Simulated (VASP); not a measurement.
Write the native input for VASP 6.6.1 that does the following.

```
Task                   : relaxation of cell and atoms
Functional             : PBE
Dispersion             : D3(BJ)
Potentials or basis    : VASP PAW PBE potentials, release 64 (Li_sv, P)
Cutoff                 : 600 eV
k mesh                 : 6 × 6 × 2
Occupations            : gaussian, width 0.1 eV
Spin                   : no spin polarisation
Dipole correction      : no
Further INCAR settings : ALGO = Normal; EDIFF = 1e-06; IBRION = 2; EDIFFG = -0.04; NSW = 90; ISIF = 3
```

The structure of LiP2 lies in POSCAR:

```
LiP2
1.0
    3.8631835800      0.0000000000      0.0000000000
   -1.9315917900      3.3456151200      0.0000000000
    0.0000000000      0.0000000000     12.8259995800
Li P
2 4
Direct
    0.0000000000      0.0000000000      0.7012485900
    0.0000000000      0.0000000000      0.2987514100
    0.6666666700      0.3333333300      0.6227974500
    0.0000000000      0.0000000000      0.8772025500
    0.3333333300      0.6666666700      0.3772025500
    0.0000000000      0.0000000000      0.1227974500
```

The cell was built by a generator and needn't be a form met in nature.

One way to write it, as run:

INCAR

```
ALGO     = Normal         # electronic algorithm
EDIFF    = 1E-6           # SCF threshold, eV
EDIFFG   = -0.04          # ionic threshold
ENCUT    = 600            # plane-wave cutoff, eV
GGA      = PE             # functional
IBRION   = 2              # ionic algorithm
ISIF     = 3              # what is computed and relaxed
ISMEAR   = 0              # smearing method
IVDW     = 12             # dispersion correction
LASPH    = T              # aspherical terms in the spheres
LCHARG   = F              # write CHGCAR
LREAL    = F              # projectors in reciprocal space
LWAVE    = F              # write WAVECAR
NELM     = 100            # most SCF steps
NSW      = 90             # ionic steps
PREC     = Accurate       # precision mode
SIGMA    = 0.1            # smearing width, eV
```

KPOINTS

```
k-points
0
Gamma
  6 6 2
```

Potentials or basis: VASP PAW PBE potentials, release 64 (Li_sv, P).

Launch:

```bash
$ cat potpaw_PBE.64/Li_sv/POTCAR potpaw_PBE.64/P/POTCAR > POTCAR
$ mpirun -np 1 vasp_std > vasp.out
```

It gave:

| Quantity | Value |
| --- | --- |
| Relaxed volume | 16.35 Å³/atom |
| Relaxed cell | a = 3.117 Å, b = 3.117 Å, c = 11.662 Å, α = 90.00°, β = 90.00°, γ = 120.00° |
| Space group after relaxing (to 0.05 Å) | P-3m1 (No. 164) |
| Energy gained by relaxing | 1513.7 meV/atom |
| Ionic steps | 29 |
| Pressure after relaxing | 0.0 GPa |
| Largest force after relaxing | 0.030 eV/Å |
| Band gap on the k mesh | none (metal or under the smearing width) |
| Dispersion energy per atom | -0.344 eV |

Caveat: the cutoff is under 1.25 times the usual one of these potentials, so pressure, stress and relaxed cells hold a basis-set (Pulay) error; the volume moved by over 15 % at a fixed basis, so the end points are rough; pairwise dispersion overbinds metals, which lowers pressure and volume.

Wall time 14 min on 1 thread of Intel(R) Xeon(R) Platinum 8259CL CPU @ 2.50GHz (Skylake/Cascade Lake) (shared host), peak memory 0.36 GiB.
